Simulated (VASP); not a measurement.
Consider the following.

```xyz
4
Lattice="3.8086 0.0000 0.0000 0.0000 3.8086 0.0381 0.0000 0.0473 4.7288" Properties=species:S:1:pos:R:3 pbc="T T T"
Sn     1.9043     0.0358     3.5750
Sn     0.0000     1.9159     1.1729
O      1.9043     1.9043     0.0190
O      0.0000     0.0000     0.0000
```

Method: PBEsol GGA, VASP's PBE PAW potentials (set 64) (plane waves; VASP). Numerical set-up: 600 eV cut-off, 6×6×4 Γ-centred mesh, Gaussian smearing of 0.050 eV, potentials Sn_d O.

Without a dispersion term in the relaxation, distances and binding between the weakly bound layers, chains or molecules are unreliable, and so is what depends on them. Unless said otherwise, spin-orbit coupling is left out, though it shifts the bands of the heavy elements here.

Q: Predict the energy per atom (σ→0), largest force, band gap (on the k-mesh) with the smallest direct gap where there is one.

A: 
```yaml
band gap (on the k-mesh): none (metal, semimetal or under 0.01 eV)
energy per atom (σ→0): -6.054 eV/atom
largest_force: 0.136 eV/Å
```

The compound is SnO in the litharge structure. This cell was strained or had an atom moved on purpose. The k-mesh is coarse (spacing up to 0.33 per Å, 2π included), so the numbers may not be converged in it.
